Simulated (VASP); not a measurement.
Energy against volume of RuAl (CsCl type). Computed with vdW-DF2, VASP's PBE PAW potentials (set 64) (plane waves; VASP). Numerical set-up: 520 eV cut-off, 12×12×12 Γ-centred mesh, first-order Methfessel-Paxton smearing of 0.10 eV, potentials Al Ru_pv.

```tsv
V (Å³/atom)	E (eV/atom)
13.855	-3.96637
14.283	-3.97349
14.712	-3.96646
15.140	-3.94747
```

**Question.** Fit these four points and predict the energy of the run at 13.426 Å³/atom.

**Answer.** A cubic in V^(−2/3), the third-order Birch-Murnaghan form, passes through the four points with V0 = 14.27 Å³/atom and B0 = 177 GPa, and gives -3.9425 eV/atom there. The run gave -3.9426 eV/atom, -0.1 meV/atom from the fit; all five points give B0 = 176 GPa.

The compound is RuAl in the CsCl type structure. It was relaxed first, which changed the volume by +7 %.
